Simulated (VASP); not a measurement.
Energy against volume of CaF2 (fluorite). Calculation: optB86b-vdW, VASP's PBE PAW potentials (set 64) (plane waves; VASP 6.6.1). Settings: 520 eV cut-off, 7×7×7 Γ-centred mesh, Gaussian smearing of 0.050 eV, potentials Ca_sv F.

```json
[
 {"V (Å³/atom)": "12.752", "E (eV/atom)": "-3.79821"},
 {"V (Å³/atom)": "13.159", "E (eV/atom)": "-3.80997"},
 {"V (Å³/atom)": "13.566", "E (eV/atom)": "-3.81400"},
 {"V (Å³/atom)": "13.973", "E (eV/atom)": "-3.81155"}
]
```

Problem. Fit these four points and predict the energy of the run at 14.380 Å³/atom.

Solution. A cubic in V^(−2/3), the third-order Birch-Murnaghan form, passes through the four points with V0 = 13.60 Å³/atom and B0 = 84 GPa, and gives -3.8037 eV/atom there. The run gave -3.8035 eV/atom, +0.2 meV/atom from the fit; all five points give B0 = 84 GPa.

The compound is CaF2 in the fluorite structure. It was relaxed first.
